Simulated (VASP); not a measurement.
Computed with RPBE GGA, VASP's PBE PAW potentials (set 64) (plane waves; VASP).

A VASP calculation is set up with these files.

KPOINTS:
```
Automatic mesh
0
Gamma
14 14 8
0 0 0
```

### POSCAR
```
Sc
1
    1.6804260023    -2.9105831240     0.0000000000
    1.6804260023     2.9105831240    -0.0000000000
    0.0000000000    -0.0000000000     5.2330667199
Sc
2
Direct
  0.3333330000   0.6666670000   0.2500000000
  0.6666670000   0.3333330000   0.7500000000
```

**INCAR**
```
SYSTEM=Sc
PREC=Accurate; ENCUT=520; LREAL=.False.
LASPH=.True.
EDIFF=1E-7; NELM=100; ALGO=Normal
LMAXMIX=4
ISMEAR=-5
GGA=RP
ISIF=2
LWAVE=.False.; LCHARG=.True.; LORBIT=11
NEDOS=601
```

POTCAR, in this order: Sc_sv (PBE.64 set). Program: vasp_std.

Output of the run:

OUTCAR:
```
 ion  position               nearest neighbor table
   1  0.333  0.667  0.250-   2 3.26   2 3.26   2 3.26   2 3.26   2 3.26   2 3.26
   2  0.667  0.333  0.750-   1 3.26   1 3.26   1 3.26   1 3.26   1 3.26   1 3.26
  LATTYP: Found a hexagonal cell.
 ALAT       =     3.3608519264
 C/A-ratio  =     1.5570655401
 Subroutine PRICEL returns:
 Original cell was already a primitive cell.
 Subroutine GETGRP returns: Found 24 space group operations
The static configuration has the point symmetry D_3d.
 The point group associated with its full space group is D_6h.
The dynamic configuration has the point symmetry D_3d.
 Subroutine INISYM returns: Found 24 space group operations
 Subroutine IBZKPT returns following result:
 Found    120 irreducible k-points:

 Following reciprocal coordinates:
            Coordinates               Weight
  0.000000  0.000000  0.000000      1.000000
  0.071429 -0.000000  0.000000      6.000000
  0.142857  0.000000  0.000000      6.000000
  0.214286  0.000000  0.000000      6.000000
  0.285714  0.000000  0.000000      6.000000
  0.357143  0.000000  0.000000      6.000000
  0.428571  0.000000  0.000000      6.000000
...
```

File OSZICAR:
```
       N       E                     dE             d eps       ncg     rms          rms(c)
DAV:   1     0.392226400634E+03    0.39223E+03   -0.10983E+04  3608   0.153E+03
DAV:   2     0.114701956293E+02   -0.38076E+03   -0.37551E+03  4993   0.661E+02
DAV:   3    -0.127843768102E+02   -0.24255E+02   -0.23804E+02  6006   0.191E+02
DAV:   4    -0.132541786499E+02   -0.46980E+00   -0.45888E+00  5586   0.247E+01
DAV:   5    -0.132622585965E+02   -0.80799E-02   -0.79491E-02  6036   0.328E+00    0.726E+00
DAV:   6    -0.120326384067E+02    0.12296E+01   -0.29907E+00  4517   0.224E+01    0.218E+00
DAV:   7    -0.118880511147E+02    0.14459E+00   -0.72685E-01  4657   0.102E+01    0.925E-01
DAV:   8    -0.118815686532E+02    0.64825E-02   -0.35430E-02  4937   0.273E+00    0.270E-01
DAV:   9    -0.118796970401E+02    0.18716E-02   -0.11608E-02  4665   0.137E+00    0.261E-02
DAV:  10    -0.118797338047E+02   -0.36765E-04   -0.24034E-04  6077   0.243E-01    0.119E-02
DAV:  11    -0.118797256009E+02    0.82039E-05   -0.75641E-06  5636   0.410E-02    0.340E-03
DAV:  12    -0.118797297968E+02   -0.41959E-05   -0.11685E-06  4191   0.123E-02    0.168E-03
DAV:  13    -0.118797289530E+02    0.84374E-06   -0.91007E-08  2927   0.597E-03    0.154E-04
DAV:  14    -0.118797289260E+02    0.27025E-07   -0.19707E-08  2423   0.383E-03
   1 F= -.11879729E+02 E0= -.11879729E+02  d E =0.000000E+00
```

**OUTCAR**
```
------------------------ aborting loop because EDIFF is reached ----------------------------------------
  FORCE on cell =-STRESS in cart. coord.  units (eV):
  Direction    XX          YY          ZZ          XY          YZ          ZX
  --------------------------------------------------------------------------------------
  Total       -0.0080376     -0.0080376      0.0197724      0.0000000      0.0000000      0.0000000
  in kB       -0.2515660     -0.2515659      0.6188496      0.0000000      0.0000000      0.0000000
  external PRESSURE =       0.0385726 kB  Pullay stress =       0.0000000 kB
  volume of cell :       51.19
      direct lattice vectors                 reciprocal lattice vectors
     1.680426002 -2.910583124  0.000000000     0.297543599 -0.171786882  0.000000000
     1.680426002  2.910583124  0.000000000     0.297543599  0.171786882  0.000000000
     0.000000000  0.000000000  5.233066720     0.000000000  0.000000000  0.191092538
 POSITION                                       TOTAL-FORCE (eV/Angst)
 -----------------------------------------------------------------------------------
      1.68043      0.97020      1.30827         0.000000     -0.000000      0.000000
      1.68043     -0.97020      3.92480        -0.000000      0.000000      0.000000
 -----------------------------------------------------------------------------------
    total drift:                                0.000000      0.000700     -0.000014
  FREE ENERGIE OF THE ION-ELECTRON SYSTEM (eV)
  ---------------------------------------------------
  free  energy   TOTEN  =       -11.8797289260 eV

  energy  without entropy=      -11.8797289260  energy(sigma->0) =      -11.87972893

 total charge

# of ion       s       p       d       tot
------------------------------------------
    1        2.263   6.099   0.969   9.330
    2        2.263   6.099   0.969   9.330
--------------------------------------------------
tot          4.526  12.197   1.937  18.661
```
(Selected blocks of OUTCAR.)

For a metal the tetrahedron method with Blöchl corrections gives inexact stress and forces.

The compound is Sc in the hcp structure. It was relaxed first.
